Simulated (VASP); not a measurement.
Computed with PBE GGA, VASP's PBE PAW potentials (set 64) (plane waves; VASP).

The input files of a VASP run:

**POSCAR**
```
Ca
1
   -0.0000000000     2.7624366713     2.7624366713
    2.7624366713    -0.0000000000     2.7624366713
    2.7624366713     2.7624366713    -0.0000000000
Ca
1
Direct
  0.0000000000   0.0000000000   0.0000000000
```

**KPOINTS**
```
Automatic mesh
0
Gamma
12 12 12
0 0 0
```

**INCAR**
```
# general
SYSTEM = Ca
PREC   = Normal
ENCUT  = 400
LREAL  = F
LASPH  = T   # aspherical one-centre terms

# electronic loop
EDIFF  = 1E-5   # SCF stop (eV)
NELM   = 100
NELMIN = 4
ALGO   = Fast   # Davidson, then RMM-DIIS

# smearing
ISMEAR = 1   # Methfessel-Paxton
SIGMA  = 0.1

# functional
GGA    = PE

# ions
IBRION = 2   # conjugate gradients
NSW    = 20
ISIF   = 2   # forces and stress, cell fixed
EDIFFG = -0.03   # ionic stop

# output
LWAVE  = F
LCHARG = F
```

POTCAR, in this order: Ca_sv (PBE.64 set). Program: vasp_std.

Q: Predict the energy per atom (σ→0), band gap (on the k-mesh).

A: 
| Property | Result |
|---|---|
| energy per atom (σ→0) | -1.928 eV/atom |
| band gap (on the k-mesh) | none (metal, semimetal or under 0.01 eV) |

File OSZICAR:
```
...
RMM:   6    -0.193056362668E+01    0.79942E-02   -0.94373E-03  1298   0.128E+00    0.138E+00
RMM:   7    -0.192829819596E+01    0.22654E-02   -0.22094E-02  1300   0.218E+00    0.113E-01
RMM:   8    -0.192795371267E+01    0.34448E-03   -0.55412E-03  1402   0.104E+00    0.300E-02
RMM:   9    -0.192810540914E+01   -0.15170E-03   -0.18786E-03  1520   0.479E-01    0.292E-02
RMM:  10    -0.192813885330E+01   -0.33444E-04   -0.42403E-04  1503   0.185E-01    0.207E-02
RMM:  11    -0.192815072500E+01   -0.11872E-04   -0.16429E-04  1434   0.126E-01    0.212E-02
RMM:  12    -0.192815474868E+01   -0.40237E-05   -0.53246E-05  1076   0.450E-02
   1 F= -.19281547E+01 E0= -.19278953E+01  d E =-.192815E+01
```

The compound is Ca in the fcc structure. It was relaxed first.
